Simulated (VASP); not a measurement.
# GW on AlN, part 2 of 4

Wanted: how far GW moves the Kohn-Sham levels of AlN. The cell is of the wurtzite type, one of the forms listed for this formula. The start is a cell from a database of measured crystal structures.

VASP 6.6.1, plane waves and PAW; the level of theory is named at each step.

So far. Step 2 (Ground state): The cell has a gap of 4.20 eV on mesh and path. Forces of up to 0.20 eV/Å remain in these settings. Step 3 (Empty bands): WAVECAR now holds 56 bands for 16 electrons. Its independent-particle dielectric tensor has xx, yy, zz = 5.7, 5.7, 4.9 on this mesh, which isn't tested for convergence in mesh or bands and lacks local fields.

The database entry behind the starting cell differs from later determinations by our own check (inner coordinate u about 0.002 short), so it need not match the best structure at ambient conditions.

### Step 4. G0W0, ENCUTGW 70, bands in the sums 56

This step: G0W0 on PBE; plane waves and PAW (Al_GW, N_GW) (VASP 6.6.1).

G0W0 keeps orbitals and screening fixed and shifts each of the lowest NBANDSGW levels once.

Contents of INCAR:

```
SYSTEM = AlN
PREC = Accurate
ENCUT = 450
ISMEAR = 0
SIGMA = 0.01
LREAL = .FALSE.
GGA = PE
NBANDS = 56
ALGO = EVGW0
NELMGW = 1
ENCUTGW = 70
NOMEGA = 64
PRECFOCK = Fast
NBANDSGW = 16
LWAVE = .FALSE.
LCHARG = .FALSE.
```

Contents of POSCAR:

```
AlN
1.0
    3.1130000000      0.0000000000      0.0000000000
   -1.5565000000      2.6959370820      0.0000000000
    0.0000000000      0.0000000000      4.9810000000
Al N
2 2
Direct
    0.6666666667      0.3333333333      0.5000000000
    0.3333333333      0.6666666667      0.0000000000
    0.6666666667      0.3333333333      0.8800000000
    0.3333333333      0.6666666667      0.3800000000
```

Contents of KPOINTS:

```
Automatic mesh
0
Gamma
3 3 2
0 0 0
```

Potentials, in the order of the species: Al_GW and N_GW (PBE family, release 64).

The run is started by

```
$ mpirun -np 8 vasp_std
```

Log:

```text
[banner, memory and clock lines left out]
running    8 mpi-ranks, on    1 nodes
 distrk:  each k-point on    8 cores,    1 groups
 distr:  one band on    1 cores,    8 groups

 POSCAR found type information on POSCAR AlN
 POSCAR found :  2 types and       4 ions
 [... a notice as in an earlier step ...]

|                                                                             |
|           W    W    AA    RRRRR   N    N  II  N    N   GGGG   !!!           |
|           W    W   A  A   R    R  NN   N  II  NN   N  G    G  !!!           |
|           W    W  A    A  R    R  N N  N  II  N N  N  G       !!!           |
|           W WW W  AAAAAA  RRRRR   N  N N  II  N  N N  G  GGG   !            |
|           WW  WW  A    A  R   R   N   NN  II  N   NN  G    G                |
|           W    W  A    A  R    R  N    N  II  N    N   GGGG   !!!           |
|                                                                             |
|     The default for ENCUTGWSOFT is different in this version of VASP.       |
|     please manually set ENCUTGWSOFT =70 in the INCAR file.                  |
|                                                                             |

 LDA part: xc-table for (Slater+PW92), standard interpolation
 found WAVECAR, reading the header
 POSCAR, INCAR and KPOINTS ok, starting setup
 FFT: planning ... GRIDC
 FFT: planning ... GRID_SOFT
 FFT: planning ... GRID
 reading WAVECAR
 the WAVECAR file was read successfully
 initial charge from wavefunction
 available memory per node:     32.74 GB, setting MAXMEM to     33527

 The Fermi energy was updated, please check that it is located mid-gap
 values below the HOMO (VB) or above the LUMO (CB) will cause erroneous energies
 E-fermi :   7.2587

 calculate exact exchange contribution
 the WAVEDER file was read successfully
energies w=
    0.000    0.000    0.806    0.000    1.609    0.000    2.410    0.000
    3.204    0.000    3.993    0.000    4.773    0.000    5.544    0.000
    6.305    0.000    7.057    0.000    7.797    0.000    8.528    0.000
    9.249    0.000    9.959    0.000   10.661    0.000   11.355    0.000
   12.042    0.000   12.722    0.000   13.397    0.000   14.069    0.000
   14.738    0.000   15.405    0.000   16.074    0.000   16.744    0.000
   17.418    0.000   18.097    0.000   18.783    0.000   19.479    0.000
   20.186    0.000   20.906    0.000   21.643    0.000   22.399    0.000
   23.176    0.000   23.978    0.000   24.810    0.000   25.675    0.000
   26.577    0.000   27.522    0.000   28.516    0.000   29.565    0.000
   30.679    0.000   31.866    0.000   33.138    0.000   34.505    0.000
   35.986    0.000   37.597    0.000   39.361    0.000   41.305    0.000
   43.464    0.000   45.878    0.000   48.601    0.000   51.700    0.000
   55.265    0.000   59.414    0.000   64.305    0.000   70.162    0.000
   77.301    0.000   86.196    0.000   97.578    0.000  112.645    0.000
  133.509    0.000  164.254    0.000  213.977    0.000  307.833    0.000
 responsefunction array rank=      64
 LDA part: xc-table for (Slater+PW92), standard interpolation

 min. memory requirement per mpi rank     50.6 MB, per node    404.8 MB

 allocating   8 responsefunctions rank=    64
 shmem allocating  64 responsefunctions rank=    64
 response function shared by NCSHMEM nodes    1
 Doing            8  frequencies on each core in blocks of           64
NQ=   1    0.0000    0.0000    0.0000,
|.........|.........|.........|.........|.........|.........|.........|.........
 performed         24000 updates of chi_q(r,r)
 total number of BLAS operations          0.59 Gflops
NQ=   2    0.3333    0.0000    0.0000,
|.........|.........|.........|.........|.........|.........|.........|.........
 performed         70000 updates of chi_q(r,r)
 total number of BLAS operations          1.67 Gflops
NQ=   3    0.3333    0.3333    0.0000,
|.........|.........|.........|.........|.........|.........|.........|.........
 performed        101000 updates of chi_q(r,r)
 total number of BLAS operations          2.41 Gflops
NQ=   4    0.0000    0.0000    0.5000,
|.........|.........|.........|.........|.........|.........|.........|.........
 performed        125000 updates of chi_q(r,r)
 total number of BLAS operations          2.98 Gflops
NQ=   5    0.3333    0.0000    0.5000,
|.........|.........|.........|.........|.........|.........|.........|.........
 performed        171000 updates of chi_q(r,r)
 total number of BLAS operations          4.06 Gflops
NQ=   6    0.3333    0.3333    0.5000,
|.........|.........|.........|.........|.........|.........|.........|.........
 performed        202000 updates of chi_q(r,r)
 total number of BLAS operations          4.97 Gflops
 resolving degeneracies of screened two electron integrals

 calculate QP shifts <psi_nk| G(iteration)W_0 |psi_nk>: iteration 1
 entering main loop
```

The job ended after 2.2 s (8 MPI ranks of AMD EPYC 9R45, shared host; peak memory 0.76 GiB).

From OUTCAR (step 4):

```text
 Found      6 irreducible k-points:

   k-points           NKPTS =      6   k-points in BZ     NKDIM =     18   number of bands    NBANDS=     56

   NELECT =      16.0000    total number of electrons

 E-fermi :   7.2587

 QP shifts <psi_nk| G(iteration)W_0 |psi_nk>: iteration 1
 for sc-GW calculations column KS-energies equals QP-energies in previous step
 and V_xc(KS)=  KS-energies - (<T + V_ion + V_H > + <T+V_H+V_ion>^1  + <V_x>^1)
 k-point   1 :       0.0000    0.0000    0.0000
  band No.  KS-energies  QP-energies   sigma(KS)   V_xc(KS)     V^pw_x(r,r')   Z            occupation Imag(sigma)
    ...
      5       4.3242       3.8476     -16.9167     -16.3009     -20.8602       0.7741       2.0000       0.1139
      6       4.9836       4.6293     -17.2235     -16.7703     -21.0827       0.7817       2.0000       0.1060
      7       4.9836       4.6293     -17.2235     -16.7703     -21.0827       0.7817       2.0000       0.1060
      8       5.1601       4.8877     -17.2130     -16.8649     -20.8913       0.7828       2.0000       0.1009
      9       9.3572      10.2959     -11.3266     -12.4922      -7.5066       0.8054       0.0000      -0.0869
     10      11.7862      12.8296      -9.6482     -10.9389      -5.4469       0.8085       0.0000      -0.0963
     11      15.7603      17.2803     -11.9243     -13.9333      -7.0646       0.7566       0.0000      -0.1759
     12      16.2733      17.3760      -8.4950      -9.8752      -3.8486       0.7990       0.0000      -0.1384
    ...

 k-point   2 :       0.3333    0.0000    0.0000
  band No.  KS-energies  QP-energies   sigma(KS)   V_xc(KS)     V^pw_x(r,r')   Z            occupation Imag(sigma)
    ...
      5       1.8551       1.0698     -15.5284     -14.5002     -19.5181       0.7636       2.0000       0.1409
      6       3.3363       2.6844     -16.2620     -15.4169     -20.2637       0.7714       2.0000       0.1236
      7       4.2852       3.8389     -16.5188     -15.9438     -20.2055       0.7762       2.0000       0.1075
      8       4.6430       4.2269     -17.0670     -16.5325     -20.9339       0.7784       2.0000       0.1092
      9      11.3732      12.3006      -9.5641     -10.7145      -5.5275       0.8061       0.0000      -0.0950
     10      11.8401      12.7403      -9.2641     -10.3821      -5.1648       0.8052       0.0000      -0.0980
     11      13.1034      14.3007     -10.6465     -12.1466      -6.4567       0.7981       0.0000      -0.1062
     12      15.4738      16.9066     -10.8181     -12.6518      -6.2977       0.7814       0.0000      -0.1361
    ...

 k-point   3 :       0.3333    0.3333    0.0000
  band No.  KS-energies  QP-energies   sigma(KS)   V_xc(KS)     V^pw_x(r,r')   Z            occupation Imag(sigma)
    ...
      5       1.3825       0.5559     -15.1564     -14.0663     -19.2096       0.7583       2.0000       0.1521
      6       2.7318       1.9905     -15.7429     -14.7816     -19.6381       0.7711       2.0000       0.1278
      7       2.7678       2.0812     -15.6802     -14.7891     -19.5510       0.7704       2.0000       0.1279
      8       2.7678       2.0812     -15.6802     -14.7891     -19.5510       0.7704       2.0000       0.1279
      9      10.1730      10.7695      -7.9975      -8.7271      -3.9581       0.8176       0.0000      -0.0888
     10      13.5206      14.7956     -11.0872     -12.7123      -6.9565       0.7846       0.0000      -0.1174
     11      14.8340      16.2330     -11.0096     -12.7884      -6.6685       0.7865       0.0000      -0.1242
     12      14.8340      16.2330     -11.0096     -12.7884      -6.6685       0.7865       0.0000      -0.1242
    ...

[... 8 parts as in an earlier step ...]

[... 3 further parts left out ...]
```

Numbers from this step:

```yaml
quasiparticle_gap_on_the_mesh: 5.408 eV
smallest_direct_quasiparticle_gap_on_the_mesh: 5.408 eV
gap_of_the_starting_orbitals_on_the_mesh: 4.197 eV
```

GW takes the gap from 4.197 to 5.408 eV. The value holds for 56 bands, ENCUTGW = 70 eV and this mesh, and isn't shown to be converged in them.

### Step 5. Empty bands

This step: PBE; plane waves and PAW (Al_GW, N_GW) (VASP 6.6.1).

The empty bands are made again, for the run that follows.

Contents of INCAR:

```
SYSTEM = AlN
PREC = Accurate
ENCUT = 450
ISMEAR = 0
SIGMA = 0.01
LREAL = .FALSE.
GGA = PE
NBANDS = 80
ALGO = Exact
NELM = 1
LWAVE = .TRUE.
LCHARG = .FALSE.
LOPTICS = .TRUE.
NEDOS = 1000
CSHIFT = 0.1
```

POSCAR is that of step 4.

KPOINTS is that of step 4.

The run is started by

```
$ mpirun -np 8 vasp_std
```

Log:

```text
[banner, memory and clock lines left out]
running    8 mpi-ranks, on    1 nodes
[...]
[... a notice as in an earlier step ...]

 LDA part: xc-table for (Slater+PW92), standard interpolation
 found WAVECAR, reading the header
  number of bands has changed, file:    16 present:    80
  trying to continue reading WAVECAR, but it might fail
 POSCAR, INCAR and KPOINTS ok, starting setup
[...]
reading WAVECAR
 random initialization beyond band           16
 the WAVECAR file was read successfully
 initial charge from wavefunction
 entering main loop
       N       E                     dE             d eps       ncg     rms          rms(c)
DIA:   1    -0.296297259689E+02   -0.29630E+02    0.00000E+00     0   0.000E+00
   1 F= -.29629726E+02 E0= -.29629726E+02  d E =-.307534E-23
 writing wavefunctions
 optical routines
 imaginary and real dielectric function
 recalculating local potential from charge density
 direction            1
 direction            2
 direction            3
```

Run time: 2.4 s. Hardware: 8 MPI ranks; peak memory 0.86 GiB; 13 s of CPU time.

OUTCAR, selected parts (step 5):

```text
  Total        0.3810059      0.3810059      0.2839346      0.0000000      0.0000000     -0.0000000
  in kB       14.6028253     14.6028253     10.8823712      0.0000000      0.0000000     -0.0000000
  external PRESSURE =      13.3626739 kB  Pullay stress =       0.0000000 kB

 POSITION                                       TOTAL-FORCE (eV/Angst)
 -----------------------------------------------------------------------------------
      1.55650      0.89865      2.49050         0.000000      0.000000     -0.198875
     -0.00000      1.79729      0.00000        -0.000000     -0.000000     -0.198875
      1.55650      0.89865      4.38328         0.000000      0.000000      0.198875
     -0.00000      1.79729      1.89278         0.000000     -0.000000      0.198875
 -----------------------------------------------------------------------------------
    total drift:                               -0.000000     -0.000000     -0.000209

  FREE ENERGIE OF THE ION-ELECTRON SYSTEM (eV)
  ---------------------------------------------------
  free  energy   TOTEN  =       -29.6297259689 eV

  energy  without entropy=      -29.6297259689  energy(sigma->0) =      -29.62972597

[... 1 part as in an earlier step ...]

[... 2 further parts left out ...]
[key lines of the parts left out:]
E-fermi :   5.2280
```

WAVECAR now holds 80 bands for 16 electrons.

### Step 6. G0W0, ENCUTGW 85, bands in the sums 80

This step: G0W0 on PBE; plane waves and PAW (Al_GW, N_GW) (VASP 6.6.1).

ENCUTGW rises to 85 eV and the bands with it, to about the number of plane waves under that cutoff.

Contents of INCAR:

```
SYSTEM = AlN
PREC = Accurate
ENCUT = 450
ISMEAR = 0
SIGMA = 0.01
LREAL = .FALSE.
GGA = PE
NBANDS = 80
ALGO = EVGW0
NELMGW = 1
ENCUTGW = 85
NOMEGA = 64
PRECFOCK = Fast
NBANDSGW = 16
LWAVE = .FALSE.
LCHARG = .FALSE.
```

POSCAR is that of step 5.

KPOINTS is that of step 5.

The run is started by

```
$ mpirun -np 8 vasp_std
```

Log:

```text
[banner, memory and clock lines left out]
running    8 mpi-ranks, on    1 nodes
[...]
[... a notice as in an earlier step ...]

|                                                                             |
|           W    W    AA    RRRRR   N    N  II  N    N   GGGG   !!!           |
|           W    W   A  A   R    R  NN   N  II  NN   N  G    G  !!!           |
|           W    W  A    A  R    R  N N  N  II  N N  N  G       !!!           |
|           W WW W  AAAAAA  RRRRR   N  N N  II  N  N N  G  GGG   !            |
|           WW  WW  A    A  R   R   N   NN  II  N   NN  G    G                |
|           W    W  A    A  R    R  N    N  II  N    N   GGGG   !!!           |
|                                                                             |
|     The default for ENCUTGWSOFT is different in this version of VASP.       |
|     please manually set ENCUTGWSOFT =85 in the INCAR file.                  |
|                                                                             |

[...]
total number of BLAS operations          1.54 Gflops
NQ=   2    0.3333    0.0000    0.0000,
|.........|.........|.........|.........|.........|.........|.........|.........
 performed        102000 updates of chi_q(r,r)
 total number of BLAS operations          4.47 Gflops
NQ=   3    0.3333    0.3333    0.0000,
|.........|.........|.........|.........|.........|.........|.........|.........
 performed        148000 updates of chi_q(r,r)
 total number of BLAS operations          6.39 Gflops
NQ=   4    0.0000    0.0000    0.5000,
|.........|.........|.........|.........|.........|.........|.........|.........
 performed        184000 updates of chi_q(r,r)
 total number of BLAS operations          8.24 Gflops
NQ=   5    0.3333    0.0000    0.5000,
|.........|.........|.........|.........|.........|.........|.........|.........
 performed        250000 updates of chi_q(r,r)
 total number of BLAS operations         11.49 Gflops
NQ=   6    0.3333    0.3333    0.5000,
|.........|.........|.........|.........|.........|.........|.........|.........
 performed        296000 updates of chi_q(r,r)
 total number of BLAS operations         13.10 Gflops
 resolving degeneracies of screened two electron integrals

 calculate QP shifts <psi_nk| G(iteration)W_0 |psi_nk>: iteration 1
 entering main loop
[key lines of the parts left out:]
E-fermi :   7.2587
```

Elapsed: 2.6 s, on 8 MPI ranks; peak memory 0.78 GiB.

OUTCAR, selected parts (step 6):

```text
 QP shifts <psi_nk| G(iteration)W_0 |psi_nk>: iteration 1
 for sc-GW calculations column KS-energies equals QP-energies in previous step
 and V_xc(KS)=  KS-energies - (<T + V_ion + V_H > + <T+V_H+V_ion>^1  + <V_x>^1)
 k-point   1 :       0.0000    0.0000    0.0000
  band No.  KS-energies  QP-energies   sigma(KS)   V_xc(KS)     V^pw_x(r,r')   Z            occupation Imag(sigma)
    ...
      5       4.3242       3.6790     -17.1357     -16.3009     -20.8602       0.7729       2.0000       0.0914
      6       4.9836       4.4429     -17.4635     -16.7703     -21.0827       0.7799       2.0000       0.0843
      7       4.9836       4.4429     -17.4635     -16.7703     -21.0827       0.7799       2.0000       0.0843
      8       5.1601       4.7074     -17.4435     -16.8649     -20.8913       0.7826       2.0000       0.0809
      9       9.3572      10.2194     -11.4197     -12.4922      -7.5066       0.8040       0.0000      -0.0757
     10      11.7862      12.7186      -9.7847     -10.9389      -5.4469       0.8079       0.0000      -0.0845
     11      15.7603      17.1058     -12.1527     -13.9333      -7.0646       0.7557       0.0000      -0.1550
     12      16.2733      17.2280      -8.6770      -9.8752      -3.8486       0.7968       0.0000      -0.1219
    ...

[... 1 part as in an earlier step ...]

[... 2 further parts left out ...]
[key lines of the parts left out:]
E-fermi :   7.2587
```

The gap is now 5.512 eV, +104 meV against the GW run before.

### Step 7. Empty bands

This step: PBE; plane waves and PAW (Al_GW, N_GW) (VASP 6.6.1).

The empty bands are made again, for the run that follows.

Contents of INCAR:

```
SYSTEM = AlN
PREC = Accurate
ENCUT = 450
ISMEAR = 0
SIGMA = 0.01
LREAL = .FALSE.
GGA = PE
NBANDS = 96
ALGO = Exact
NELM = 1
LWAVE = .TRUE.
LCHARG = .FALSE.
LOPTICS = .TRUE.
NEDOS = 1000
CSHIFT = 0.1
```

POSCAR is that of step 6.

KPOINTS is that of step 6.

The run is started by

```
$ mpirun -np 8 vasp_std
```

Log:

```text
[banner, memory and clock lines left out]
running    8 mpi-ranks, on    1 nodes
[...]
[... a notice as in an earlier step ...]

 LDA part: xc-table for (Slater+PW92), standard interpolation
 found WAVECAR, reading the header
  number of bands has changed, file:    16 present:    96
  trying to continue reading WAVECAR, but it might fail
 POSCAR, INCAR and KPOINTS ok, starting setup
[...]
reading WAVECAR
 random initialization beyond band           16
 the WAVECAR file was read successfully
 initial charge from wavefunction
 entering main loop
       N       E                     dE             d eps       ncg     rms          rms(c)
[... 1 cycle as in an earlier step ...]
   1 F= -.29629726E+02 E0= -.29629726E+02  d E =-.573442E-72
 writing wavefunctions
 optical routines
 imaginary and real dielectric function
 recalculating local potential from charge density
 direction            1
 direction            2
 direction            3
```

Elapsed: 2.4 s, on 8 MPI ranks; peak memory 0.86 GiB; 13 s of CPU time.

OUTCAR, selected parts (step 7):

```text
 POSITION                                       TOTAL-FORCE (eV/Angst)
 -----------------------------------------------------------------------------------
      1.55650      0.89865      2.49050         0.000000      0.000000     -0.198875
     -0.00000      1.79729      0.00000        -0.000000      0.000000     -0.198875
      1.55650      0.89865      4.38328        -0.000000      0.000000      0.198875
     -0.00000      1.79729      1.89278         0.000000     -0.000000      0.198875
 -----------------------------------------------------------------------------------
    total drift:                               -0.000000     -0.000000     -0.000209

[... 4 parts as in an earlier step ...]

[... 2 further parts left out ...]
[key lines of the parts left out:]
E-fermi :   5.2860
```

WAVECAR now holds 96 bands for 16 electrons.

[end of part 2 of 4]

[Lines on the potential files, build, host, timing and source positions are cut from VASP's logs without a mark.]

[Logs are printed without paths, hosts, clocks, repeated set-up lines and the standing remarks that a program may print on its own settings, such as how far it seeks lower states.]

[Hosts, paths, dates, database ids (printed as entryN), source tags and the programs' standing remarks are cut or masked in the printed files.]

[Pressures printed for these runs are not shown converged in the cutoff: they can be off by several GPa and have the wrong sign.]
